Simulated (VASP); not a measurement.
An input for Ansatz (written as the equivalent of a VASP run, and not itself run):

Ansatz 0.2 input:
```yaml
crystal:
  lattice:
    - [3.6659320, 0.0000000, 0.0000000]
    - [-1.8329660, 3.1747910, 0.0000000]
    - [0.0000000, 0.0000000, 4.4917740]
  atoms:
    - { symbol: N, position: [0.3333330, 0.6666670, 0.2500000] }
    - { symbol: N, position: [0.6666670, 0.3333330, 0.7500000] }
    - { symbol: V, position: [0.0000000, 0.0000000, 0.0000000], spin: 2 }
    - { symbol: V, position: [0.0000000, 0.0000000, 0.5000000], spin: 2 }
    - { symbol: V, position: [0.3333330, 0.6666670, 0.7500000], spin: 2 }
    - { symbol: V, position: [0.6666670, 0.3333330, 0.2500000], spin: 2 }
kpoints:
  mp_grid: { grid: [4, 4, 3] }
hamiltonian:
  xc: pbesol
  pseudopotentials: { kind: paw }
magnetization: { spin_polarized: true }
scf:
  occupations: { method: fermi_dirac, width: 0.1 }
  max_iter: 100
output: { forces: true, stress: true, eigenvalues: true }
```

### Question
Translate this input to VASP (INCAR, KPOINTS, POSCAR, choice of POTCAR).

### Answer
This is not unique; one that fits is 
### INCAR
```
SYSTEM = V2N
PREC = Accurate
ENCUT = 400
EDIFF = 1E-6
NELM = 100
ALGO = Normal
LREAL = .FALSE.
LASPH = .TRUE.
ISMEAR = -1
SIGMA = 0.1
GGA = PS
LMAXMIX = 4
LWAVE = .FALSE.
LCHARG = .FALSE.
ISIF = 2
ISPIN = 2
MAGMOM = 0.0 0.0 2.0 2.0 2.0 2.0
LORBIT = 11
```

File KPOINTS:
```
Automatic mesh
0
Gamma
4 4 3
0 0 0
```

File POSCAR:
```
V2N
3.6659320
  1.0000000000   0.0000000000   0.0000000000
 -0.5000000000   0.8660256109   0.0000000000
  0.0000000000   0.0000000000   1.2252747732
N V
2 4
Cartesian
 -0.0000005000   0.5773506960   0.3063186933
  0.5000005000   0.2886749150   0.9189560799
  0.0000000000   0.0000000000   0.0000000000
  0.0000000000   0.0000000000   0.6126373866
 -0.0000005000   0.5773506960   0.9189560799
  0.5000005000   0.2886749150   0.3063186933
```

POTCAR, in this order: N V_sv (PBE.64 set). Program: vasp_std.

The two are equivalent in intent, not identical: each code has its own PAW files, so the cut-off isn't converted (ENCUT is set for VASP's; basis.ecutwfc is left out, and Ansatz then takes the one that its files recommend); Ansatz stops its SCF on the density residual and VASP on the energy change (EDIFF).

The structure was generated: V2N was put into an ordered model structure, which need not be its known phase. The cell was not relaxed at this level. The k-mesh is coarse (spacing up to 0.49 per Å, 2π included), so the numbers may not be converged in it. The run is one of a series of settings (GGA = PS against the base run), some of them coarse on purpose.
